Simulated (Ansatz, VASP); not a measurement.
# One calculation of MgRe3, two programs

INCAR

```
PREC = Accurate
ENCUT = 520
EDIFF = 1E-7
ISMEAR = -1
SIGMA = 0.05
LREAL = F
LASPH = T
NELM = 60
ALGO = Normal
ISIF = 2
LWAVE = F
LCHARG = F
GGA = PE
NBANDS = 20
```

KPOINTS

```
Automatic mesh
0
Gamma
  7 7 7
```

Contents of POSCAR:

```
MgRe3
1.0
    0.0000000000      3.1145280000      3.1145280000
    3.1145280000      0.0000000000      3.1145280000
    3.1145280000      3.1145280000      0.0000000000
Re Mg
3 1
Direct
    0.7463650000      0.7502840000      0.7419440000
    0.5163070000      0.5044030000      0.4907510000
    0.2360540000      0.2525600000      0.2389640000
   -0.0022650000     -0.0079240000     -0.0049110000
```

The input input.yaml:

```yaml
crystal:
  lattice:
    - [0.0, 3.114528, 3.114528]
    - [3.114528, 0.0, 3.114528]
    - [3.114528, 3.114528, 0.0]
  atoms:
    - { symbol: Re, position: [0.746365, 0.750284, 0.741944] }
    - { symbol: Re, position: [0.516307, 0.504403, 0.490751] }
    - { symbol: Re, position: [0.236054, 0.25256, 0.238964] }
    - { symbol: Mg, position: [-0.002265, -0.007924, -0.004911] }
hamiltonian:
  xc: pbe
  pseudopotentials: { kind: paw }
kpoints:
  mp_grid: { grid: [7, 7, 7] }
scf:
  occupations: { method: fermi_dirac, width: 0.05 }
output:
  forces: true
  stress: true
  eigenvalues: true
  write_density: true
  write_potential: true
  elf: true
  volumetric_format: npy
```

Change from the starting cell: atoms moved at random, drawn with an rms of 0.05 Å.

Alike in both runs: task single point; functional PBE; k mesh 7 × 7 × 7; occupations fermi-dirac, width 0.05 eV; no spin polarisation.

```csv
,VASP,Ansatz
version,VASP 6.6.1,Ansatz 0.2.0
potentials or method,"VASP PAW PBE potentials, release 64 (Re, Mg)",Ansatz PAW
plane-wave cutoff (eV),520,420
valence electrons in the cell,23,55
```

|  | VASP | Ansatz | Ansatz less VASP |
| --- | --- | --- | --- |
| gap on the k mesh at the Fermi level (eV) | none | none | - |
| pressure (GPa) | 0.1 | 0.7 | +0.66 |
| largest component of the traceless stress (GPa) | 0.31 | 0.27 | -0.044 |
| rms of the force components (eV/Å) | 0.214 | 0.232 | +0.0177 |

Atom by atom the forces differ by 0.037 eV/Å (rms over components). A gap of «none» marks a metal or a gap that the smearing closes. The two sets of potentials don't hold the same shells in valence.

Spin-orbit coupling is left out, which matters for the levels of Re.
